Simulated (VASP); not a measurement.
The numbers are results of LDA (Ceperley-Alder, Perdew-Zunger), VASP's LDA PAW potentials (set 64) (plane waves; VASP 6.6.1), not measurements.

A VASP calculation is set up with these files.

**INCAR**
```
! general
SYSTEM   =  LiF
PREC     =  Accurate
ENCUT    =  620
LREAL    =  .FALSE.
LASPH    =  .TRUE.

! electronic loop
EDIFF    =  1E-6
NELM     =  100
ALGO     =  Normal

! smearing
ISMEAR   =  0
SIGMA    =  0.05

! ions
IBRION   =  2
NSW      =  40
ISIF     =  3
EDIFFG   =  -0.02
PSTRESS  =  200

! output
LWAVE    =  .FALSE.
LCHARG   =  .FALSE.
```

POSCAR:
```
LiF
1
    0.0000000000     1.8478129571     1.8478129571
    1.8478129571     0.0000000000     1.8478129571
    1.8478129571     1.8478129571     0.0000000000
Li F
1 1
Direct
  0.0000000000   0.0000000000   0.0000000000
  0.5000000000   0.5000000000   0.5000000000
```

**KPOINTS**
```
Automatic mesh
0
G
12 12 12
0 0 0
```

POTCAR, in this order: Li_sv F (LDA.64 set). Program: vasp_std.

What VASP printed:

### OSZICAR
```
       N       E                     dE             d eps       ncg     rms          rms(c)
DAV:   1     0.337892030669E+02    0.33789E+02   -0.67057E+03  1360   0.133E+03
DAV:   2    -0.991735928048E+01   -0.43707E+02   -0.42522E+02  1464   0.230E+02
DAV:   3    -0.108711293754E+02   -0.95377E+00   -0.95087E+00  1730   0.320E+01
DAV:   4    -0.108813119770E+02   -0.10183E-01   -0.10179E-01  1751   0.302E+00
DAV:   5    -0.108813387654E+02   -0.26788E-04   -0.26788E-04  1613   0.122E-01    0.437E+00
DAV:   6    -0.103805265928E+02    0.50081E+00   -0.23144E+00  1352   0.127E+01    0.124E+00
DAV:   7    -0.103717589011E+02    0.87677E-02   -0.26255E-02  1709   0.168E+00    0.777E-01
DAV:   8    -0.103683573038E+02    0.34016E-02   -0.79726E-03  1802   0.119E+00    0.822E-02
DAV:   9    -0.103683547759E+02    0.25278E-05   -0.66235E-04  1422   0.319E-01    0.373E-02
DAV:  10    -0.103683597550E+02   -0.49790E-05   -0.44856E-05  1516   0.684E-02    0.318E-03
DAV:  11    -0.103683596986E+02    0.56377E-07   -0.84844E-07  1192   0.131E-02
   1 F= -.87932042E+01 E0= -.87932042E+01  d E =-.879320E+01
```

**OUTCAR**
```
------------------------ aborting loop because EDIFF is reached ----------------------------------------
  FORCE on cell =-STRESS in cart. coord.  units (eV):
  Direction    XX          YY          ZZ          XY          YZ          ZX
  --------------------------------------------------------------------------------------
  Total        1.5830010      1.5830010      1.5830010      0.0000000      0.0000000     -0.0000000
  in kB      200.9961599    200.9961599    200.9961599      0.0000000      0.0000000     -0.0000000
  external PRESSURE =       0.9961599 kB  Pullay stress =     200.0000000 kB
  volume of cell :       12.62
      direct lattice vectors                 reciprocal lattice vectors
     0.000000000  1.847812957  1.847812957    -0.270590158  0.270590158  0.270590158
     1.847812957  0.000000000  1.847812957     0.270590158 -0.270590158  0.270590158
     1.847812957  1.847812957  0.000000000     0.270590158  0.270590158 -0.270590158
  FREE ENERGIE OF THE ION-ELECTRON SYSTEM (eV)
  ---------------------------------------------------
  free  energy   TOTEN  =       -10.3683596986 eV

  energy  without entropy=      -10.3683596986  energy(sigma->0) =      -10.36835970
  enthalpy is  TOTEN    =        -8.7932042011 eV   P V=        1.5751554974

 reached required accuracy - stopping structural energy minimisation
```
(Selected blocks of OUTCAR.)

The compound is LiF in the rock salt structure. It was relaxed first under an external pressure of 20 GPa.
